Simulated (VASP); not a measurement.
YSe, 2 atoms in the cell. It takes space group Fm-3m (No. 225, cubic). The conventional cell has a = 5.701 Å, b = 5.701 Å, c = 5.701 Å, α = 90.00°, β = 90.00°, γ = 90.00°. Y (site symmetry m-3m) is surrounded by 6 Se at 2.85 Å. Around Se (site symmetry m-3m) lie 6 Y at 2.85 Å. 

* Program: VASP 6.6.1
* Task: single point
* Functional: r2SCAN
* Potentials or basis: VASP PAW PBE potentials, release 64 (Y_sv, Se)
* Cutoff: 520 eV
* k mesh: 12 × 12 × 12
* Occupations: gaussian, width 0.1 eV
* Spin: no spin polarisation
* Dipole correction: no
* Further INCAR settings: ALGO = Normal; EDIFF = 1e-07; NBANDS = 16

Potentials or basis: VASP PAW PBE potentials, release 64 (Y_sv, Se).

The run is started by

```bash
$ cat potpaw_PBE.64/Y_sv/POTCAR potpaw_PBE.64/Se/POTCAR > POTCAR
$ cp INCAR.step1 INCAR
$ mpirun -np 1 vasp_std > vasp.out
$ cp INCAR.step2 INCAR
$ mpirun -np 1 vasp_std > vasp.out
```

Hardware: 1 thread of Intel(R) Xeon(R) Platinum 8559C (Emerald Rapids), on a shared host.

Question: Estimate the wall time of this run.

Answer: It took 3.2 min on 1 thread of Intel(R) Xeon(R) Platinum 8559C (Emerald Rapids), with other jobs on the host, peak memory 0.22 GiB. Counts: scf iterations 16, k points 72.
